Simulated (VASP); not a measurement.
The system is CsTaS2.

```xyz
4
Lattice="3.5424 0.0000 0.0000 -1.7712 3.0678 0.0000 0.0000 0.0000 8.2685" Properties=species:S:1:pos:R:3 pbc="T T T"
Cs    0.0000    0.0000    4.1342
Ta    0.0000    2.0452    0.0000
S     1.7712    1.0226    1.5030
S     1.7712    1.0226    6.7655
```

The cell was built by a generator and needn't be a form met in nature.

| Item | Value |
| --- | --- |
| Program | VASP 6.6.1 |
| Task | relaxation of cell and atoms |
| Functional | PBE |
| Dispersion | D3(BJ) |
| Potentials or basis | VASP PAW PBE potentials, release 64 (Cs_sv, Ta_pv, S) |
| Cutoff | 600 eV |
| k mesh | 7 × 7 × 3 |
| Occupations | fermi-dirac, width 0.05 eV |
| Spin | no spin polarisation |

At the start: pressure -2.6 GPa; volume 22.46 Å³/atom.

Problem. Where does the relaxation end?

Solution. Over 7 steps the energy falls by 6.1 meV/atom and the volume is 21.71 Å³/atom (-3.3 %); space group P-6m2 (No. 187, to 0.05 Å).

Step by step:
| step | energy change (eV) | largest force (eV/Å) | pressure (GPa) | volume (Å³) |
| --- | --- | --- | --- | --- |
| 1 | 0.0000 | 0.0774 | -2.62 | 89.86 |
| 2 | -0.0028 | 0.4908 | 2.64 | 85.15 |
| 3 | -0.0213 | 0.2074 | -0.04 | 87.37 |
| 4 | -0.0241 | 0.0652 | -0.03 | 87.05 |
| 5 | -0.0243 | 0.0272 | -0.02 | 86.96 |
| 6 | -0.0245 | 0.0123 | 0.00 | 86.90 |
| 7 | -0.0246 | 0.0017 | 0.01 | 86.86 |

Final structure:
```
Cs Ta S
1.0
     3.49828    0.00000    0.00000
    -1.74914    3.02959    0.00000
     0.00000    0.00000    8.19538
Cs Ta S
1 1 2
Direct
  0.00000 0.00000 0.50000
  0.33333 0.66667 0.00000
  0.66667 0.33333 0.18330
  0.66667 0.33333 0.81670
```
